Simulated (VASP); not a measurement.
# Cl2GaH: single point with PBE

Molecule: Cl2GaH, in a box.

```
Cl Ga H
1.0
    12.00000    0.00000    0.00000
     0.00000   13.00000    0.00000
     0.00000    0.00000   11.00000
Cl Ga H
2 1 1
Direct
  0.37725 0.49802 0.44085
  0.62492 0.38412 0.56533
  0.54770 0.51672 0.48940
  0.61078 0.61911 0.47086
```

* Program: VASP 6.6.1
* Task: single point
* Functional: PBE
* Potentials or basis: VASP PAW PBE potentials, release 64 (Cl, Ga_d, H)
* Cutoff: 520 eV
* k mesh: 1 × 1 × 1
* Occupations: gaussian, width 0.01 eV
* Spin: no spin polarisation
* Further INCAR settings: ALGO = Normal; EDIFF = 1e-07; NBANDS = 22

- Largest force: 0.241 eV/Å
- Gap between the frontier levels: 5.21 eV

Forces on the atoms (eV/Å):
```
Cl  -0.120 -0.015 -0.032
Cl   0.053 -0.101  0.049
Ga   0.120  0.207 -0.031
H   -0.052 -0.091  0.014
```

Levels at points of the mesh, in eV from the valence-band top:
| k point | band 10 | band 11 | band 12 | band 13 | band 14 | band 15 | band 16 | band 17 | band 18 | band 19 |
| --- | --- | --- | --- | --- | --- | --- | --- | --- | --- | --- |
| (0.00, 0.00, 0.00) | -1.54 | -0.70 | -0.23 | -0.05 | 0.00 | 5.21 | 5.64 | 7.23 | 7.49 | 8.23 |

Run time: 120 s on 1 thread of Intel(R) Xeon(R) Platinum 8488C (Sapphire Rapids), with other jobs on the host, peak memory 1.2 GiB.

Expect the measured gap to be larger: semilocal functionals such as PBE lack the derivative discontinuity.
